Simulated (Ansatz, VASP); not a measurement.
# Mn3GaC in VASP and in Ansatz

File INCAR:

```
PREC = Accurate ; ENCUT = 520
EDIFF = 1E-7 ; ISMEAR = -1
SIGMA = 0.1 ; LREAL = False
LASPH = True ; NELM = 150
ALGO = Normal ; ISIF = 2
LWAVE = False ; LCHARG = False
ISPIN = 2 ; MAGMOM = 0 4.5 4.5 4.5 0
LORBIT = 11 ; LMAXMIX = 4
GGA = CA ; NBANDS = 40
```

File KPOINTS:

```
Automatic mesh
0
Gamma
  7 7 7
```

Contents of POSCAR:

```
Mn3GaC
1.0
    3.8960000000      0.0000000000      0.0000000000
    0.0000000000      3.8960000000      0.0000000000
    0.0000000000      0.0000000000      3.8960000000
Ga Mn C
1 3 1
Direct
    0.0000000000      0.0000000000      0.0000000000
    0.0000000000      0.5000000000      0.5000000000
    0.5000000000      0.0000000000      0.5000000000
    0.5000000000      0.5000000000      0.0000000000
    0.5000000000      0.5000000000      0.5000000000
```

Input for Ansatz:

```yaml
crystal:
  lattice:
    - [3.896, 0.0, 0.0]
    - [0.0, 3.896, 0.0]
    - [0.0, 0.0, 3.896]
  atoms:
    - { symbol: Ga, position: [0.0, 0.0, 0.0] }
    - { symbol: Mn, position: [0.0, 0.5, 0.5], spin: 4.5 }
    - { symbol: Mn, position: [0.5, 0.0, 0.5], spin: 4.5 }
    - { symbol: Mn, position: [0.5, 0.5, 0.0], spin: 4.5 }
    - { symbol: C, position: [0.5, 0.5, 0.5] }
magnetization:
  spin_polarized: true
hamiltonian:
  xc: lda
  pseudopotentials: { kind: paw }
basis:
  ecutwfc: 420
kpoints:
  mp_grid: { grid: [7, 7, 7] }
scf:
  occupations: { method: fermi_dirac, width: 0.1 }
  lower_state_search: "off"
output:
  forces: true
  stress: true
  write_density: true
  write_potential: true
  elf: true
  volumetric_format: npy
```

Alike in both runs: task single point; functional LDA; k mesh 7 × 7 × 7; occupations fermi-dirac, width 0.1 eV; collinear spin.

```csv
,VASP,Ansatz
version,VASP 6.6.1,Ansatz 0.2.0
potentials or method,"VASP PAW LDA potentials, release 64 (Ga_d, Mn_pv, C)","PAW, plane waves, scalar-relativistic"
plane-wave cutoff (eV),520,420
valence electrons in the cell,56,62
```

```csv
,VASP,Ansatz,Ansatz less VASP
pressure (GPa),-24.8,-24.6,+0.24
net moment per atom (μB),0.86,0.91,+0.055
size of the moment on the site where the two differ most (μB),1.46,1.38,-0.082
```

Site moments also hang on the region over which each program counts them. The two sets of potentials don't hold the same shells in valence.

Caveats: so large a pressure means that the cell lies far from this level's equilibrium, or that cutoff or potentials fall short (VASP); the moment fell far below its start of 4.5 μB, so a state of higher moment may lie lower in energy (VASP).
